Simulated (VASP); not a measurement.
KMgF3 (cubic perovskite), at 1.04 of the tabulated volume:

```
KMgF3
1.0
    4.04251     0.00000     0.00000
    0.00000     4.04251     0.00000
    0.00000     0.00000     4.04251
K Mg F
1 1 3
Direct
  0.00000   0.00000   0.00000
  0.50000   0.50000   0.50000
  0.50000   0.00000   0.50000
  0.00000   0.50000   0.50000
  0.50000   0.50000   0.00000
```

The lowest empty band near Γ, direction [110], from PBE with spin-orbit coupling in VASP (PAW); its two spin partners are averaged. The gap over the points computed is 6.98 eV, and the next band on that side lies 3.03 eV away at the edge.

Run with 520 eV cut-off, 6×6×6 Γ-centred mesh, Gaussian smearing of 0.050 eV, potentials K_sv Mg F.

| distance from the edge in k (1/Å) | distance in energy (meV) |
|---|---|
| 0.025 | 4.7 |
| 0.035 | 9.1 |
| 0.050 | 18.5 |
| 0.070 | 36.1 |

Task: Fit E(1 + αE) = ħ²k²/2m* (ħ²/2m0 = 3.810 eV Å²) and predict the row at 0.095 1/Å.

Result: The rows don't resolve α, so a parabola serves: the electron mass is m* = 0.516 m0, and so 66.6 meV. The run gave 66.2 meV, -0.4 meV from the fit.

Left out are points under 3 meV from the edge, since the levels carry 0.1 meV, and points farther than half the way to the next band.

The compound is KMgF3 in the cubic perovskite structure. The cell was not relaxed at this level.
